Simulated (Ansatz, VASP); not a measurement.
## Cross-check of Na2H6Pt between VASP and Ansatz

Wanted: the spread between two codes on one cell, functional and k mesh. The cell is taken from a series of runs on this material, whose earlier steps may have relaxed, scaled, displaced or heated it; both programs get it as it stands.

Method: plane waves, with VASP 6.6.1 beside it; G0W0 gap at LDA, in Ansatz 0.2.0.

## 1. The structure

It takes space group Fm-3m (No. 225, cubic). The conventional cell has a = 7.259 Å, b = 7.259 Å, c = 7.259 Å, α = 90.00°, β = 90.00°, γ = 90.00°. Nearest to Na lie 12 H at 2.57 Å. Nearest to H lie 1 Pt at 1.64 Å and 4 H at 2.32 Å and 4 Na at 2.57 Å. Nearest to Pt lie 6 H at 1.64 Å. Farther neighbours are not listed.

## 2. Ansatz: G0W0 gap, LDA

Ansatz runs on its default PAW (the set named soft_2) files.

Quasiparticle shifts depend on high empty states and on the cores, so they are the hardest test of two PAW sets.

The input, input.yaml:

```yaml
crystal:
  lattice:
    - [0.0, 3.62931595, 3.62931595]
    - [3.62931595, 0.0, 3.62931595]
    - [3.62931595, 3.62931595, 0.0]
  atoms:
    - { symbol: Na, position: [0.75, 0.75, 0.75] }
    - { symbol: Na, position: [0.25, 0.25, 0.25] }
    - { symbol: H, position: [0.77446435, 0.77446435, 0.22553565] }
    - { symbol: H, position: [0.22553565, 0.77446435, 0.22553565] }
    - { symbol: H, position: [0.77446435, 0.22553565, 0.22553565] }
    - { symbol: H, position: [0.22553565, 0.22553565, 0.77446435] }
    - { symbol: H, position: [0.77446435, 0.22553565, 0.77446435] }
    - { symbol: H, position: [0.22553565, 0.77446435, 0.77446435] }
    - { symbol: Pt, position: [0.0, 0.0, 0.0] }
kpoints:
  mp_grid: { grid: [2, 2, 2] }
hamiltonian:
  xc: lda
scf:
  occupations: { method: fixed }
gw:
  n_empty_bands: 63
  ecut_chi: 114.29
  qp_bands: [v2, c2]
  qp_kpoints: [[0.5, 0.0, 0.0], [0.5, 0.5, 0.0], [0.0, 0.0, 0.0]]
  screening: { model: contour_deformation }
```

Run with:

```console
ansatz run input.yaml --threads 1 --pin off --max-ram 1382MiB --backend cpu --events-out ev --progress --plain --runs-dir out
```

Numbers of over 12 decimals in the logs are rounded to 6 here.

Log:

```text
Engine: ansatz 0.2.0, aarch64-unknown-linux-gnu
Pseudopotentials: kind: paw
Pseudopotential: Na, paw, valence charge 9, recommended cutoff 420 eV (normal), Na.paw.azcp
Pseudopotential: H, paw, valence charge 1, recommended cutoff 420 eV (normal), H.paw.azcp
Pseudopotential: Pt, paw, valence charge 18, recommended cutoff 420 eV (normal), Pt.paw.azcp
Functional definition: SPW92
  exchange = slater_x
  correlation = pw_c
Crystal: 9 atoms, lattice volume = 95.610 Å³
Basis set: ecut = 420 eV, 1893 PW (Γ)
Bands: 30, of which v1, the nominal top of the filled ones, is band 21 counted from 1 (20 counted from 0)
Symmetry: 48 space group operations
Space group: Fm-3m (ITA 225), of the structure as read, at distance tolerance 4.6e-5 Å
k-points: 3 of 8
Non-local potential: Na, projectors of the file, l = 0: 3, l = 1: 2, l = 2: 1
Non-local potential: H, projectors of the file, l = 0: 2, l = 1: 1
Non-local potential: Pt, projectors of the file, l = 0: 3, l = 1: 2, l = 2: 2, l = 3: 1
PAW form: soft (Blöchl's): semilocal exchange-correlation on the pseudo side does not see the compensation charge
PAW frozen core: Na, regenerated for the run's functional, and the local potential with it (the file was generated under x = pbe(κ = 0.804, μ = 0.219515), c = pbe(β = 0.066725))
PAW frozen core: Pt, regenerated for the run's functional, and the local potential with it (the file was generated under x = pbe(κ = 0.804, μ = 0.219515), c = pbe(β = 0.066725))
PAW one-centre angular grid: Na, 110 points (default); XC on 64 Gauss nodes
PAW one-centre angular grid: H, 110 points (default); XC on 64 Gauss nodes
PAW one-centre angular grid: Pt, 590 points (default); XC on 64 Gauss nodes
Initial density: superposition of atomic densities (neutral atoms: chi_scale 0, normalization atom), corrected by the library's trained network
Initial wavefunctions: pseudopotential atomic-orbital guess
Functional: x = slater, c = lda
SCF iter   1: F=—  HF=-15275.251894 eV  |F-HF|=—  |Δ(HF+E_count)|=         —  Δρ=1.04e-2  dr2=7.96e-2  ethr=1.77e-3  ⟨swp⟩=4.0  Hψ=308  notcnv=0  defer=16
preconditioner: auto → none  [insulator: Δε(μ)=3.295 eV  Ē_g=10.930 eV  n_scr=14 (ndim 8)  ℏωp=16.1 eV  f_vac=0.035  ε∞_Penn≈3.2]
SCF iter   2: F=—  HF=-15275.222951 eV  |F-HF|=—  |Δ(HF+E_count)|=   2.89e-2  Δρ=3.35e-3  dr2=1.00e-2  ethr=1.90e-4  ⟨swp⟩=3.0  Hψ=172  notcnv=0  defer=20
SCF iter   3: F=—  HF=-15275.221558 eV  |F-HF|=—  |Δ(HF+E_count)|=   1.39e-3  Δρ=2.30e-3  dr2=8.55e-3  ethr=2.38e-5  ⟨swp⟩=2.0  Hψ=111  notcnv=0  defer=20
SCF iter   4: F=—  HF=-15275.219659 eV  |F-HF|=—  |Δ(HF+E_count)|=   1.90e-3  Δρ=3.85e-4  dr2=7.58e-5  ethr=2.03e-5  ⟨swp⟩=2.0  Hψ=108  notcnv=0  defer=20
SCF iter   5: F=—  HF=-15275.219656 eV  |F-HF|=—  |Δ(HF+E_count)|=   3.79e-6  Δρ=1.15e-4  dr2=3.82e-6  ethr=1.80e-7  ⟨swp⟩=2.7  Hψ=139  notcnv=0  defer=14
SCF iter   6: F=-15275.219658 eV  HF=-15275.219658 eV  |F-HF|=3.39e-9  |Δ(HF+E_count)|=   1.95e-6  Δρ=6.62e-6  dr2=2.40e-8  ethr=2.38e-10  ⟨swp⟩=7.0  Hψ=400  notcnv=0
SCF 1 converged in 6 iterations: F = -15275.219658 eV  dr2 = 2.40e-8
  greatest PAW one-centre occupation: 1.000 electrons in one spin orbital (limit 2), on the Pt atom at site 8 (counted from 0), in its partial waves of l = 0
NSCF: frozen V_eff on 3 k-points
G₀W₀ screening: q 1/3
[... further progress lines ...]
NSCF: frozen V_eff on 1 k-points
NSCF: frozen V_eff on 1 k-points
SCF converged after 6 iterations
Free energy (F): -15275.219658 eV
Harris-Foulkes:  -15275.219658 eV  (|F-HF|=3.39e-9)
Internal energy: -15275.219658 eV  (E = F + TS)
E sigma→0 (E₀):  -15275.219658 eV
Fermi energy:    2.332822 eV
--- Per-component energies (eV) ---
  E_band       = -899.417631
  E_kinetic    = 958.865670
  E_local      = -5748.125543  (includes V_loc(G=0)·N_el)
  E_nonlocal   = 442.220254
  E_hartree    = 2148.782671
  E_xc         = -391.123561
  E_vxc        = -473.062987  (∫ρ·V_xc dr)
  E_paw        = -9667.846896  (= ΣΔE_a)
  E_vpaw       = -376.880991  (= ΣTr[D̂ρ^β])
  E_aug_tail   = -0.007032  (compensation charges beyond the density's cutoff)
  E_ewald      = -3018.730869
  E_core_change = 0.745650  (= ΣΔE_core)
  E_smearing   = -0.000000  (= −TS)
  E_closure    = 0.000000  (closes the sum)
  Σ components = -15275.219658   (vs F -15275.219658, Δ=0.00e0)
--- Band table (eV) ---
  k-point 0: bands = [... 17 lower, 0.8215, 2.1344, 2.1344, 2.1344, 7.9531, 9.6127, 9.6127, 10.5501, ... 5 higher]
  k-point 1: bands = [... 17 lower, 0.9185, 0.9185, 2.3328, 2.3328, 7.9572, 7.9572, 8.9802, 9.3084, ... 5 higher]
  k-point 2: bands = [... 17 lower, 1.0030, 1.0030, 1.5547, 1.5547, 5.6371, 8.9935, 10.3418, 10.9743, ... 5 higher]
--- G₀W₀: contour deformation, 6 samples at zero and on the imaginary axis and 1 off it, 8 q-points, 63 empty bands' worth ---
  eigenvalues of the whole cell's RPA ε∞ on this k-mesh (on a slab, of 1 + 4πα/V) = 4.1492, 4.1492, 4.1492; static W/v taken at q = 0 is 0.241013
  bands read: the sum over 84 bands ends inside a degenerate multiplet in 2 slots, whose members it reads at an even weight; the widest, k=0: bands 83 to 85 (counted from 1) at 2/3 each
    ik  band        ε_KS         Σx   Σc(E_QP)       V_xc       Z   E_QP_lin       E_QP  E_QP is
     0    20      2.1344   -16.0393     2.6781   -12.3625  0.7807     1.1214     1.1358  root
     0    21      2.1344   -16.0393     2.6781   -12.3625  0.7807     1.1214     1.1358  root
     0    22      7.9531    -5.4369    -3.7751   -10.4587  0.8133     9.2228     9.1998  root
     0    23      9.6127   -12.2602    -3.4733   -17.3238  0.7846    11.2477    11.2030  root
     1    20      2.3328   -16.3073     2.6657   -12.6719  0.7832     1.3497     1.3631  root
     1    21      2.3328   -16.3073     2.6657   -12.6719  0.7832     1.3497     1.3631  root
     1    22      7.9572   -10.6828    -3.2169   -15.2943  0.7977     9.3806     9.3518  root
     1    23      7.9572   -10.6828    -3.2169   -15.2943  0.7977     9.3806     9.3518  root
     2    20      1.5547   -15.8382     2.7342   -12.0649  0.7800     0.4994     0.5157  root
     2    21      1.5547   -15.8382     2.7342   -12.0649  0.7800     0.4994     0.5157  root
     2    22      5.6371    -9.9714    -2.9353   -14.1269  0.8065     6.8764     6.8573  root
     2    23      8.9935    -7.2350    -3.4554   -11.9893  0.8140    10.3177    10.2924  root
```

In the SCF lines HF is the Harris–Foulkes energy and dr2 the Hartree energy of the density residual, in eV; the loop may stop once dr2 is under the threshold and the program's other checks hold. Hψ counts applications of the Hamiltonian.

## 3. VASP: G0W0 gap, LDA

The same cell, functional (in two slightly different forms) and mesh now go to VASP, with its own data sets.

Lines of VASP's logs that name or quote its potential files are left out, and so is its time.

The run reads the wave functions of an earlier VASP run, which isn't shown here.

The input, INCAR:

```
SYSTEM = Na2H6Pt
PREC = Accurate
ENCUT = 400
ISMEAR = 0
SIGMA = 0.01
LREAL = .FALSE.
GGA = CA
NBANDS = 84
LASPH = .TRUE.
ALGO = EVGW0
NELMGW = 1
ENCUTGW = 114.29
NOMEGA = 64
PRECFOCK = Fast
NBANDSGW = 29
LWAVE = .FALSE.
LCHARG = .FALSE.
```

The input, POSCAR:

```
Na2H6Pt
1.0
    0.0000000000      3.6293159500      3.6293159500
    3.6293159500      0.0000000000      3.6293159500
    3.6293159500      3.6293159500      0.0000000000
Na H Pt
2 6 1
Direct
    0.7500000000      0.7500000000      0.7500000000
    0.2500000000      0.2500000000      0.2500000000
    0.7744643500      0.7744643500      0.2255356500
    0.2255356500      0.7744643500      0.2255356500
    0.7744643500      0.2255356500      0.2255356500
    0.2255356500      0.2255356500      0.7744643500
    0.7744643500      0.2255356500      0.7744643500
    0.2255356500      0.7744643500      0.7744643500
    0.0000000000      0.0000000000      0.0000000000
```

The input, KPOINTS:

```
Automatic mesh
0
Gamma
2 2 2
0 0 0
```

The projector-augmented-wave data sets are Na_sv_GW, H_GW and Pt_sv_GW (LDA family, release 64).

Run with:

```console
export OMP_NUM_THREADS=3
mpirun -np 1 vasp_std
```

Log:

```text
[banner, memory and clock lines left out]
running    1 mpi-ranks, on    1 nodes
 distrk:  each k-point on    1 cores,    1 groups
 distr:  one band on    1 cores,    1 groups
 Offloading initialized ...    1 GPUs detected
 POSCAR found type information on POSCAR NaH Pt
 POSCAR found :  3 types and       9 ions
|                                                                             |
|           W    W    AA    RRRRR   N    N  II  N    N   GGGG   !!!           |
|           W    W   A  A   R    R  NN   N  II  NN   N  G    G  !!!           |
|           W    W  A    A  R    R  N N  N  II  N N  N  G       !!!           |
|           W WW W  AAAAAA  RRRRR   N  N N  II  N  N N  G  GGG   !            |
|           WW  WW  A    A  R   R   N   NN  II  N   NN  G    G                |
|           W    W  A    A  R    R  N    N  II  N    N   GGGG   !!!           |
|                                                                             |
|     The default for ENCUTGWSOFT is different in this version of VASP.       |
|     please manually set ENCUTGWSOFT =114.29 in the INCAR file.              |
|                                                                             |

 LDA part: xc-table for (Slater(with rela. corr.)+CA(PZ))
 , standard interpolation
 found WAVECAR, reading the header
 POSCAR, INCAR and KPOINTS ok, starting setup
 FFT: planning ... GRIDC
 FFT: planning ... GRID_SOFT
 FFT: planning ... GRID
 reading WAVECAR
 the WAVECAR file was read successfully
 initial charge from wavefunction
 available memory per node:   1650.04 GB, setting MAXMEM to   1689638

 The Fermi energy was updated, please check that it is located mid-gap
 values below the HOMO (VB) or above the LUMO (CB) will cause erroneous energies
 E-fermi :   0.7732

 calculate exact exchange contribution
 the WAVEDER file was read successfully
energies w=
    0.000    0.000    1.446    0.000    2.888    0.000    4.325    0.000
    5.755    0.000    7.173    0.000    8.580    0.000    9.972    0.000
   11.349    0.000   12.710    0.000   14.054    0.000   15.380    0.000
   16.690    0.000   17.983    0.000   19.260    0.000   20.523    0.000
   21.771    0.000   23.007    0.000   24.233    0.000   25.448    0.000
   26.657    0.000   27.860    0.000   29.059    0.000   30.257    0.000
   31.456    0.000   32.658    0.000   33.866    0.000   35.083    0.000
   36.310    0.000   37.552    0.000   38.810    0.000   40.090    0.000
   41.393    0.000   42.725    0.000   44.089    0.000   45.491    0.000
   46.934    0.000   48.425    0.000   49.970    0.000   51.575    0.000
   53.250    0.000   55.002    0.000   56.841    0.000   58.779    0.000
   60.829    0.000   63.006    0.000   65.327    0.000   67.812    0.000
   70.486    0.000   73.376    0.000   76.516    0.000   79.947    0.000
   83.717    0.000   87.886    0.000   92.528    0.000   97.735    0.000
  103.626    0.000  110.348    0.000  118.100    0.000  127.142    0.000
  137.829    0.000  150.657    0.000  166.339    0.000  185.937    0.000
 responsefunction array rank=     283
 LDA part: xc-table for (Slater(with rela. corr.)+CA(PZ))
 , standard interpolation

 min. memory requirement per mpi rank    277.9 MB, per node    277.9 MB

 allocating  64 responsefunctions rank=   283
 shmem allocating  64 responsefunctions rank=   283
 response function shared by NCSHMEM nodes    1
 Doing            64  frequencies on each core in blocks of            64
NQ=   1    0.0000    0.0000    0.0000,
|.........|.........|.........|.........|.........|.........|.........|.........
 performed         35000 updates of chi_q(r,r)
 total number of BLAS operations         22.93 Gflops
NQ=   2    0.5000    0.0000    0.0000,
|.........|.........|.........|.........|.........|.........|.........|.........
 performed         95000 updates of chi_q(r,r)
 total number of BLAS operations         56.97 Gflops
NQ=   3    0.5000    0.5000    0.0000,
|.........|.........|.........|.........|.........|.........|.........|.........
 performed        150000 updates of chi_q(r,r)
 total number of BLAS operations         85.50 Gflops
 resolving degeneracies of screened two electron integrals

 calculate QP shifts <psi_nk| G(iteration)W_0 |psi_nk>: iteration 1
 entering main loop
```

From OUTCAR (step 3):

```text
ion  position               nearest neighbor table
   1  0.750  0.750  0.750-
   2  0.250  0.250  0.250-
   3  0.774  0.774  0.226-   9 1.64
   4  0.226  0.774  0.226-   9 1.64
   5  0.774  0.226  0.226-   9 1.64
   6  0.226  0.226  0.774-   9 1.64
   7  0.774  0.226  0.774-   9 1.64
   8  0.226  0.774  0.774-   9 1.64
   9  0.000  0.000  0.000-   3 1.64   4 1.64   5 1.64   6 1.64   7 1.64   8 1.64

  LATTYP: Found a face centered cubic cell.
 ALAT       =     7.2586319000

 Subroutine GETGRP returns: Found 48 space group operations
 (whereof 48 operations were pure point group operations)

The static configuration has the point symmetry O_h .

 Found      3 irreducible k-points:

   k-points           NKPTS =      3   k-points in BZ     NKDIM =      8   number of bands    NBANDS=     84

   dimension x,y,z NGX =    36 NGY =   36 NGZ =   36
   dimension x,y,z NGXF=    72 NGYF=   72 NGZF=   72

   ENCUT  =  400.0 eV  29.40 Ry    5.42 a.u.   8.37  8.37  8.37*2*pi/ulx,y,z

   NELECT =      42.0000    total number of electrons

  energy-cutoff  :      400.00
  volume of cell :       95.61
      direct lattice vectors                 reciprocal lattice vectors
     0.000000000  3.629315950  3.629315950    -0.137767008  0.137767008  0.137767008
     3.629315950  0.000000000  3.629315950     0.137767008 -0.137767008  0.137767008
     3.629315950  3.629315950  0.000000000     0.137767008  0.137767008 -0.137767008

 k-points in reciprocal lattice and weights: Automatic mesh
   0.00000000  0.00000000  0.00000000       0.125
   0.50000000  0.00000000  0.00000000       0.500
   0.50000000  0.50000000  0.00000000       0.375

 E-fermi :   0.7732

 QP shifts <psi_nk| G(iteration)W_0 |psi_nk>: iteration 1
 for sc-GW calculations column KS-energies equals QP-energies in previous step
 and V_xc(KS)=  KS-energies - (<T + V_ion + V_H > + <T+V_H+V_ion>^1  + <V_x>^1)
 k-point   1 :       0.0000    0.0000    0.0000
  band No.  KS-energies  QP-energies   sigma(KS)   V_xc(KS)     V^pw_x(r,r')   Z            occupation Imag(sigma)
    ...
     18      -2.4135      -3.1145     -19.9393     -19.0216     -24.2968       0.7639       2.0000       0.4950
     19      -1.0622      -2.1573     -13.1405     -11.7582     -15.4297       0.7922       2.0000       0.3323
     20      -1.0622      -2.1573     -13.1405     -11.7582     -15.4297       0.7922       2.0000       0.3323
     21      -1.0622      -2.1573     -13.1405     -11.7582     -15.4297       0.7922       2.0000       0.3323
     22       4.7770       6.1451      -7.7733      -9.4447      -4.4670       0.8186       0.0000      -0.3408
     23       6.3802       8.0614     -12.1711     -14.2919      -9.3231       0.7927       0.0000      -0.3738
     24       6.3802       8.0614     -12.1711     -14.2919      -9.3231       0.7927       0.0000      -0.3738
     25       7.3163       8.6936      -8.4354     -10.1313      -5.2759       0.8121       0.0000      -0.3699
    ...

 k-point   2 :       0.5000    0.0000    0.0000
  band No.  KS-energies  QP-energies   sigma(KS)   V_xc(KS)     V^pw_x(r,r')   Z            occupation Imag(sigma)
    ...
     18      -2.3148      -3.0006     -20.2015     -19.3097     -24.5956       0.7691       2.0000       0.4924
     19      -2.3148      -3.0006     -20.2015     -19.3097     -24.5956       0.7691       2.0000       0.4924
     20      -0.8564      -1.9253     -13.3288     -11.9863     -15.6182       0.7962       2.0000       0.3264
     21      -0.8564      -1.9253     -13.3288     -11.9863     -15.6182       0.7962       2.0000       0.3264
     22       4.7222       6.1994     -10.9382     -12.7792      -8.2402       0.8024       0.0000      -0.3235
     23       4.7222       6.1994     -10.9382     -12.7792      -8.2402       0.8024       0.0000      -0.3235
     24       5.7817       7.2964      -8.5015     -10.3555      -5.3331       0.8170       0.0000      -0.3414
     25       6.0953       7.3006      -6.7384      -8.2124      -3.3314       0.8177       0.0000      -0.3834
    ...

 k-point   3 :       0.5000    0.5000    0.0000
  band No.  KS-energies  QP-energies   sigma(KS)   V_xc(KS)     V^pw_x(r,r')   Z            occupation Imag(sigma)
    ...
     18      -2.2314      -2.9003     -20.4183     -19.5516     -24.8493       0.7717       2.0000       0.4914
     19      -2.2314      -2.9003     -20.4183     -19.5516     -24.8493       0.7717       2.0000       0.4914
     20      -1.6412      -2.7808     -12.8839     -11.4471     -15.2157       0.7932       2.0000       0.3471
     21      -1.6412      -2.7808     -12.8839     -11.4471     -15.2157       0.7932       2.0000       0.3471
     22       2.4029       3.6930     -10.2516     -11.8453      -7.7596       0.8095       0.0000      -0.2787
     23       5.7717       7.2232      -8.6330     -10.4067      -5.6386       0.8183       0.0000      -0.3320
     24       7.1171       8.8627     -12.8658     -15.0862      -9.9386       0.7862       0.0000      -0.4100
     25       7.7791       9.2732      -8.7075     -10.5613      -5.3277       0.8059       0.0000      -0.3933
    ...
```

## 4. Comparison

Known differences besides the potentials themselves: the two LDA forms differ slightly; fixed occupations in Ansatz, narrow Gaussian smearing in VASP; the cutoff is 420 eV in Ansatz and 400 eV in VASP; VASP's log shows a relativistic correction to its local exchange, Ansatz's none; Ansatz integrates over frequency by contour deformation, VASP on a grid of NOMEGA points; Ansatz's G0W0 levels solve the quasiparticle equation, VASP's are linearised. Total energies have different zeros and are not compared.

Both answers:

| quantity | Ansatz | VASP | difference |
| --- | --- | --- | --- |
| G0W0 gap on the mesh (eV) | 5.49 | 5.62 | -0.12 |
| Kohn-Sham gap under it (eV) | 3.30 | 3.26 | +0.05 |

## 5. What came out

| Property | Result |
| --- | --- |
| difference in G0W0 gap on the mesh (G0W0 gap, LDA) | -0.12 eV |

What this shows: The difference in G0W0 gap on the mesh is -0.12 eV (G0W0 gap, LDA). How closely two codes agree says nothing of how well the functional describes the real material.

[Lines on the potential files, build, host, timing and source positions are cut from VASP's logs without a mark.]

[Logs are printed without paths, hosts, clocks, repeated set-up lines and the standing remarks that a program may print on its own settings, such as how far it seeks lower states.]

[Hosts, paths, dates, database ids (printed as entryN), source tags and the programs' standing remarks are cut or masked in the printed files.]
